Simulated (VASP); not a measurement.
Calculation: LDA (Ceperley-Alder, Perdew-Zunger), VASP's LDA PAW potentials (set 64) (plane waves; VASP).

VASP input:

### INCAR
```
ALGO=Normal
EDIFF=1E-6
EDIFFG=-0.02
ENCUT=500
IBRION=2
ISIF=3
ISMEAR=1
LASPH=.True.
LCHARG=.False.
LMAXMIX=4
LREAL=.False.
LWAVE=.False.
NELM=100
NSW=40
PREC=Accurate
SIGMA=0.1
SYSTEM=Tc
```

**KPOINTS**
```
Automatic mesh
0
Gamma
15 15 9
0 0 0
```

POSCAR:
```
Tc
1
    1.3529416855    -2.3433641178     0.0000000000
    1.3529416855     2.3433641178     0.0000000000
    0.0000000000     0.0000000000     4.3282456941
Tc
2
Direct
  0.3333330000   0.6666670000   0.2500000000
  0.6666670000   0.3333330000   0.7500000000
```

POTCAR, in this order: Tc_pv (LDA.64 set). Program: vasp_std.

The run wrote:

OSZICAR:
```
       N       E                     dE             d eps       ncg     rms          rms(c)
DAV:   1     0.303883307760E+03    0.30388E+03   -0.16512E+04  4606   0.157E+03
DAV:   2    -0.171781558813E+02   -0.32106E+03   -0.31787E+03  5041   0.452E+02
DAV:   3    -0.249400241621E+02   -0.77619E+01   -0.76018E+01  5420   0.817E+01
DAV:   4    -0.250039894518E+02   -0.63965E-01   -0.63801E-01  5058   0.768E+00
DAV:   5    -0.250046654942E+02   -0.67604E-03   -0.67591E-03  5136   0.701E-01    0.219E+01
DAV:   6    -0.236477571861E+02    0.13569E+01   -0.31851E+00  4867   0.176E+01    0.705E+00
DAV:   7    -0.234801842874E+02    0.16757E+00   -0.58152E-01  5128   0.671E+00    0.957E-01
DAV:   8    -0.234672516789E+02    0.12933E-01   -0.15663E-02  4716   0.145E+00    0.209E-01
DAV:   9    -0.234672999922E+02   -0.48313E-04   -0.37707E-04  5146   0.164E-01    0.322E-02
DAV:  10    -0.234673118055E+02   -0.11813E-04   -0.27115E-05  4799   0.479E-02    0.861E-03
DAV:  11    -0.234673118300E+02   -0.24541E-07   -0.44873E-07  2540   0.685E-03
   1 F= -.23467312E+02 E0= -.23467306E+02  d E =-.234673E+02
       N       E                     dE             d eps       ncg     rms          rms(c)
DAV:   1    -0.235247356885E+02   -0.57424E-01   -0.18459E+00  4704   0.159E+01    0.227E+00
DAV:   2    -0.234677973978E+02    0.56938E-01   -0.15998E-01  4714   0.418E+00    0.410E-01
DAV:   3    -0.234643999348E+02    0.33975E-02   -0.21621E-02  5008   0.137E+00    0.324E-01
DAV:   4    -0.234651097415E+02   -0.70981E-03   -0.11854E-03  4691   0.272E-01    0.424E-02
DAV:   5    -0.234651201967E+02   -0.10455E-04   -0.25102E-04  5011   0.155E-01    0.265E-02
DAV:   6    -0.234651275607E+02   -0.73640E-05   -0.10256E-05  4658   0.274E-02    0.691E-03
DAV:   7    -0.234651284344E+02   -0.87374E-06   -0.11167E-06  2404   0.955E-03
   2 F= -.23465128E+02 E0= -.23465276E+02  d E =0.218340E-02
       N       E                     dE             d eps       ncg     rms          rms(c)
DAV:   1    -0.234977109012E+02   -0.32583E-01   -0.91347E-01  4696   0.111E+01    0.164E+00
DAV:   2    -0.234690239656E+02    0.28687E-01   -0.80180E-02  4706   0.297E+00    0.288E-01
DAV:   3    -0.234673744773E+02    0.16495E-02   -0.10371E-02  5014   0.954E-01    0.237E-01
DAV:   4    -0.234677408411E+02   -0.36636E-03   -0.57724E-04  4700   0.191E-01    0.207E-02
DAV:   5    -0.234677564141E+02   -0.15573E-04   -0.10052E-04  4957   0.969E-02    0.163E-02
DAV:   6    -0.234677603184E+02   -0.39042E-05   -0.44450E-06  4597   0.177E-02    0.428E-03
DAV:   7    -0.234677607244E+02   -0.40607E-06   -0.36110E-07  2308   0.559E-03
   3 F= -.23467761E+02 E0= -.23467796E+02  d E =-.448894E-03
       N       E                     dE             d eps       ncg     rms          rms(c)
DAV:   1    -0.234700928988E+02   -0.23326E-02   -0.10316E-01  4591   0.291E+00    0.320E-01
DAV:   2    -0.234681588091E+02    0.19341E-02   -0.32704E-03  4814   0.537E-01    0.115E-01
DAV:   3    -0.234677871780E+02    0.37163E-03   -0.13564E-03  5085   0.292E-01    0.448E-02
DAV:   4    -0.234677903405E+02   -0.31625E-05   -0.65541E-05  4764   0.795E-02    0.167E-02
DAV:   5    -0.234677881323E+02    0.22083E-05   -0.90809E-06  4848   0.298E-02    0.262E-03
DAV:   6    -0.234677882892E+02   -0.15697E-06   -0.38922E-07  2297   0.639E-03
   4 F= -.23467788E+02 E0= -.23467942E+02  d E =-.275648E-04
       N       E                     dE             d eps       ncg     rms          rms(c)
DAV:   1    -0.234683116302E+02   -0.52350E-03   -0.20680E-02  4591   0.131E+00    0.144E-01
DAV:   2    -0.234679187287E+02    0.39290E-03   -0.66746E-04  4814   0.242E-01    0.516E-02
DAV:   3    -0.234678449530E+02    0.73776E-04   -0.26920E-04  5092   0.130E-01    0.201E-02
DAV:   4    -0.234678458674E+02   -0.91441E-06   -0.13062E-05  4770   0.352E-02    0.740E-03
DAV:   5    -0.234678455027E+02    0.36469E-06   -0.16530E-06  2354   0.131E-02
   5 F= -.23467846E+02 E0= -.23467947E+02  d E =-.847783E-04
```

OUTCAR:
```
------------------------ aborting loop because EDIFF is reached ----------------------------------------
  FORCE on cell =-STRESS in cart. coord.  units (eV):
  Direction    XX          YY          ZZ          XY          YZ          ZX
  --------------------------------------------------------------------------------------
  Total        0.0029496      0.0029496      0.0058792      0.0000000      0.0000000     -0.0000000
  in kB        0.1716819      0.1716820      0.3422034      0.0000000      0.0000000     -0.0000000
  external PRESSURE =       0.2285225 kB  Pullay stress =       0.0000000 kB
  volume of cell :       27.53
      direct lattice vectors                 reciprocal lattice vectors
     1.355830898 -2.348368384 -0.000000000     0.368777552 -0.212913785 -0.000000000
     1.355830898  2.348368384  0.000000000     0.368777552  0.212913785 -0.000000000
     0.000000000 -0.000000000  4.322602445     0.000000000 -0.000000000  0.231342117
 POSITION                                       TOTAL-FORCE (eV/Angst)
 -----------------------------------------------------------------------------------
      1.35583      0.78279      1.08065        -0.000000      0.000000      0.000000
      1.35583     -0.78279      3.24195         0.000000     -0.000000      0.000000
 -----------------------------------------------------------------------------------
    total drift:                               -0.000024      0.000602     -0.000044
  FREE ENERGIE OF THE ION-ELECTRON SYSTEM (eV)
  ---------------------------------------------------
  free  energy   TOTEN  =       -23.4678455027 eV

  energy  without entropy=      -23.4681500877  energy(sigma->0) =      -23.46794703

 reached required accuracy - stopping structural energy minimisation
```
(Selected blocks of OUTCAR.)

### CONTCAR
```
Tc
   1.00000000000000
     1.3558308983338918   -2.3483683836497220   -0.0000000000000000
     1.3558308983338918    2.3483683836497220    0.0000000000000000
     0.0000000000000000   -0.0000000000000000    4.3226024452900509
  Tc
     2
Direct
     0.3333330000000032    0.6666669999999968    0.2500000000000000
     0.6666669999999968    0.3333330000000032    0.7500000000000000
```

**OUTCAR**
```
 val. band max:       13.2085263724   @ k =   0.1333   0.1333   0.2222

 cond. band min:      13.2136186268   @ k =   0.3333   0.2000   0.4444


 Fermi energy:        13.2133789891

 k-point     1 :       0.0000    0.0000    0.0000
  band No.  band energies     occupation
      1     -26.1978      2.00000
      2     -24.9277      2.00000
      3     -24.9276      2.00000
      4     -24.7081      2.00000
      5     -24.7081      2.00000
      6     -24.6457      2.00000
      7       5.7067      2.00000
      8       7.4936      2.00000
      9      11.5151      2.00000
     10      11.5151      2.00000
     11      11.6691      2.00000
     12      12.2986      2.00000
     13      12.2986      2.00000
     14      12.9923      2.00763
     15      12.9923      2.00764
     16      15.0858     -0.00000
     17      15.8708      0.00000

 k-point     2 :       0.0667    0.0000    0.0000
  band No.  band energies     occupation
      1     -26.1770      2.00000
      2     -24.9745      2.00000
      3     -24.9431      2.00000
      4     -24.7569      2.00000
      5     -24.7143      2.00000
      6     -24.6549      2.00000
      7       5.8818      2.00000
      8       7.6364      2.00000
      9      11.1469      2.00000
     10      11.6658      2.00000
     11      11.9836      2.00000
     12      12.2070      2.00000
     13      12.4392      2.00000
     14      12.7775      2.00000
     15      12.8701      2.00001
     16      14.0630     -0.00000
     17      15.9518      0.00000

 k-point     3 :       0.1333    0.0000    0.0000
  band No.  band energies     occupation
      1     -26.1162      2.00000
      2     -25.1067      2.00000
      3     -24.9857      2.00000
      4     -24.8921      2.00000
      5     -24.7327      2.00000
      6     -24.6824      2.00000
      7       6.3755      2.00000
      8       8.0080      2.00000
      9      10.6664      2.00000
     10      11.9333      2.00000
     11      11.9651      2.00000
...
```

The compound is Tc in the hcp structure. This run relaxes it. Symmetry was kept, so distortions that lower it aren't found.
